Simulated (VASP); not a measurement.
Given:

```
CELL_PARAMETERS angstrom
     11.52221     0.00000     0.00000
      0.00000    11.52221     0.00000
      0.00000     0.00000    11.52221
ATOMIC_POSITIONS crystal
  Ga 0.49731 0.00104 0.00087
  Ga 0.75040 0.24961 0.99668
  Ga 0.75012 0.99685 0.24959
  Ga 0.00092 0.99898 0.99901
  Ga 0.25101 0.24914 0.00072
  Ga 0.50052 0.49932 0.99856
  Ga 0.75081 0.74876 0.00079
  Ga 0.25147 0.00129 0.24927
  Ga 0.49866 0.24533 0.24417
  Ga 0.75446 0.50120 0.24430
  Ga 0.50063 0.99896 0.49878
  Ga 0.75714 0.24288 0.50404
  Ga 0.75103 0.00039 0.74890
  Ga 0.99897 0.50260 0.00096
  Ga 0.24872 0.75122 0.00156
  Ga 0.00314 0.24983 0.24958
  Ga 0.25133 0.50045 0.25337
  Ga 0.49970 0.74879 0.25327
  Ga 0.99912 0.00091 0.50247
  Ga 0.25141 0.25364 0.50016
  Ga 0.74645 0.74862 0.50020
  Ga 0.24874 0.00167 0.75104
  Ga 0.49949 0.25373 0.74875
  Ga 0.74621 0.50062 0.74883
  Ga 0.99868 0.74863 0.24936
  Ga 0.00099 0.49933 0.49875
  Ga 0.24882 0.75106 0.50402
  Ga 0.99942 0.24908 0.74888
  Ga 0.24886 0.50428 0.75076
  Ga 0.49558 0.75128 0.75084
  Ga 0.99849 0.75113 0.75104
  As 0.62897 0.12389 0.12356
  As 0.87610 0.37103 0.12362
  As 0.87611 0.12379 0.37104
  As 0.12581 0.12431 0.12430
  As 0.37625 0.37694 0.12606
  As 0.62297 0.62358 0.12602
  As 0.87559 0.87414 0.12431
  As 0.37700 0.12707 0.37641
  As 0.87290 0.62297 0.37637
  As 0.62298 0.12606 0.62380
  As 0.87384 0.37708 0.62382
  As 0.87573 0.12426 0.87400
  As 0.12574 0.62464 0.12663
  As 0.37540 0.87428 0.12648
  As 0.12541 0.37514 0.37494
  As 0.37742 0.62278 0.38230
  As 0.62490 0.87458 0.37498
  As 0.12595 0.12668 0.62432
  As 0.37757 0.38267 0.62224
  As 0.61747 0.62279 0.62247
  As 0.87351 0.87396 0.62434
  As 0.37535 0.12664 0.87403
  As 0.62491 0.37505 0.87460
  As 0.87349 0.62459 0.87414
  As 0.12459 0.87543 0.37550
  As 0.12278 0.62571 0.62546
  As 0.37411 0.87719 0.62546
  As 0.12469 0.37579 0.87527
  As 0.37415 0.62586 0.87680
  As 0.62422 0.87533 0.87537
  As 0.12529 0.87472 0.87465
  Si 0.50410 0.49629 0.49570
```
Cell charge -2.

These are PBE GGA, VASP's PBE PAW potentials (set 64) (plane waves; VASP) values and carry that method's errors. Numerical set-up: PREC = Normal, LREAL = Auto, ISYM = 0, NELECT = 254.0, 400 eV cut-off, 1×1×1 Γ-centred mesh, Gaussian smearing of 0.050 eV, potentials Ga As Si. Starting moments (MAGMOM): 63*0.0317. The cell's moment is fixed (NUPDOWN = 2).

The cell is charged, with a uniform compensating background.  The supercell is sampled at Γ alone, which is coarse: total energies, pressure and levels can be off, energies of defects by several tenths of an eV.

**Question.** Estimate the cell moment, energy per atom (σ→0), pressure.

**Answer.** 
| Item | Value |
|---|---|
| cell moment | 2.00 μB |
| energy per atom (σ→0) | -3947 meV/atom |
| pressure | 3.34 GPa |

**Question.** Give the moment on each site (PAW-sphere projection).

**Answer.** 
| site | moment (μB) |
|---|---|
| Ga1 | 0.01 |
| Ga2 | 0.02 |
| Ga3 | 0.02 |
| Ga4 | 0.01 |
| Ga5 | 0.02 |
| Ga6 | 0.00 |
| Ga7 | 0.02 |
| Ga8 | 0.02 |
| Ga9 | 0.06 |
| Ga10 | 0.06 |
| Ga11 | 0.00 |
| Ga12 | 0.05 |
| Ga13 | 0.02 |
| Ga14 | 0.01 |
| Ga15 | 0.02 |
| Ga16 | 0.02 |
| Ga17 | 0.02 |
| Ga18 | 0.02 |
| Ga19 | 0.01 |
| Ga20 | 0.02 |
| Ga21 | 0.02 |
| Ga22 | 0.02 |
| Ga23 | 0.02 |
| Ga24 | 0.02 |
| Ga25 | 0.02 |
| Ga26 | 0.00 |
| Ga27 | 0.03 |
| Ga28 | 0.02 |
| Ga29 | 0.03 |
| Ga30 | 0.03 |
| Ga31 | 0.02 |
| As32 | 0.03 |
| As33 | 0.03 |
| As34 | 0.03 |
| As35 | 0.01 |
| As36 | 0.01 |
| As37 | 0.01 |
| As38 | 0.01 |
| As39 | 0.01 |
| As40 | 0.01 |
| As41 | 0.01 |
| As42 | 0.01 |
| As43 | 0.01 |
| As44 | 0.01 |
| As45 | 0.01 |
| As46 | 0.00 |
| As47 | 0.04 |
| As48 | 0.00 |
| As49 | 0.01 |
| As50 | 0.04 |
| As51 | 0.04 |
| As52 | 0.01 |
| As53 | 0.01 |
| As54 | 0.00 |
| As55 | 0.01 |
| As56 | 0.01 |
| As57 | 0.01 |
| As58 | 0.01 |
| As59 | 0.01 |
| As60 | 0.01 |
| As61 | 0.01 |
| As62 | 0.01 |
| Si63 | 0.10 |

Only differences to runs with the same potentials and settings are physical.

The cell is a supercell with a defect, built from GaAs (zinc blende): Si_Ga-vac_As, charge -2.
